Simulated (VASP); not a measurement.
Output of a VASP run:

OSZICAR:
```
       N       E                     dE             d eps       ncg     rms          rms(c)
DAV:   1     0.920309284839E+02    0.92031E+02   -0.83067E+03  1408   0.108E+03
DAV:   2    -0.130659844907E+02   -0.10510E+03   -0.10089E+03  1476   0.308E+02
DAV:   3    -0.149010103459E+02   -0.18350E+01   -0.17373E+01  1592   0.420E+01
DAV:   4    -0.149182538260E+02   -0.17243E-01   -0.17236E-01  1564   0.416E+00
DAV:   5    -0.149186646889E+02   -0.41086E-03   -0.41085E-03  1652   0.546E-01    0.123E+01
DAV:   6    -0.143294855543E+02    0.58918E+00   -0.36431E+00  1412   0.217E+01    0.239E+00
DAV:   7    -0.142591725243E+02    0.70313E-01   -0.27388E-01  1408   0.619E+00    0.206E+00
DAV:   8    -0.142451926034E+02    0.13980E-01   -0.17268E-02  1476   0.128E+00    0.207E-01
DAV:   9    -0.142451096236E+02    0.82980E-04   -0.24059E-04  1592   0.152E-01    0.133E-01
DAV:  10    -0.142451064235E+02    0.32000E-05   -0.33578E-05  1616   0.764E-02    0.870E-03
DAV:  11    -0.142451050785E+02    0.13450E-05   -0.17468E-06   984   0.177E-02    0.541E-03
DAV:  12    -0.142451045262E+02    0.55231E-06   -0.98571E-08   712   0.347E-03
   1 F= -.14245105E+02 E0= -.14244666E+02  d E =-.131505E-02
```

File OUTCAR:
```
------------------------ aborting loop because EDIFF is reached ----------------------------------------
  FORCE on cell =-STRESS in cart. coord.  units (eV):
  Direction    XX          YY          ZZ          XY          YZ          ZX
  --------------------------------------------------------------------------------------
  Total        0.4059024      0.4059024      0.4059024      0.0000000      0.0000000      0.0000000
  in kB       24.3286853     24.3286853     24.3286853      0.0000000      0.0000000      0.0000000
  external PRESSURE =      24.3286853 kB  Pullay stress =       0.0000000 kB
  volume of cell :       26.73
      direct lattice vectors                 reciprocal lattice vectors
     2.990000000  0.000000000  0.000000000     0.334448161  0.000000000  0.000000000
     0.000000000  2.990000000  0.000000000     0.000000000  0.334448161  0.000000000
     0.000000000  0.000000000  2.990000000     0.000000000  0.000000000  0.334448161
 POSITION                                       TOTAL-FORCE (eV/Angst)
 -----------------------------------------------------------------------------------
      1.49500      1.49500      1.49500         0.000000      0.000000      0.000000
      0.00000      0.00000      0.00000         0.000000      0.000000      0.000000
 -----------------------------------------------------------------------------------
    total drift:                               -0.000000      0.000000     -0.000000
  FREE ENERGIE OF THE ION-ELECTRON SYSTEM (eV)
  ---------------------------------------------------
  free  energy   TOTEN  =       -14.2451045262 eV

  energy  without entropy=      -14.2437894744  energy(sigma->0) =      -14.24466618
```
(Selected blocks of OUTCAR.)

File POSCAR:
```
RuAl
1
    2.9900000000     0.0000000000     0.0000000000
    0.0000000000     2.9900000000     0.0000000000
    0.0000000000     0.0000000000     2.9900000000
Al Ru
1 1
Direct
  0.5000000000   0.5000000000   0.5000000000
  0.0000000000   0.0000000000   0.0000000000
```

Problem. Reconstruct the remaining input files.

Solution. This is not unique; one that fits is the input of the run itself, PBE GGA, plane waves, VASP's PBE PAW potentials (set 64).

File KPOINTS:
```
Automatic mesh
0
Gamma
11 11 11
0 0 0
```

### INCAR
```
# general
SYSTEM  = RuAl
PREC    = Accurate
ENCUT   = 400
LREAL   = .False.   # projection in real space or not
LASPH   = .True.

# electronic loop
EDIFF   = 1E-6   # SCF stop (eV)
NELM    = 100   # most electronic steps
ALGO    = Normal   # blocked Davidson
LMAXMIX = 4   # l cut-off of mixed one-centre charges

# smearing
ISMEAR  = 1   # Methfessel-Paxton
SIGMA   = 0.1   # width (eV)

# functional
GGA     = PE

# ions
ISIF    = 2

# output
LWAVE   = .False.
LCHARG  = .False.
```

POTCAR, in this order: Al Ru_pv (PBE.64 set). Program: vasp_std.

The compound is RuAl in the CsCl type structure. The cell was not relaxed at this level. The electron count is odd and the run is not spin-polarised, which forces a metal.
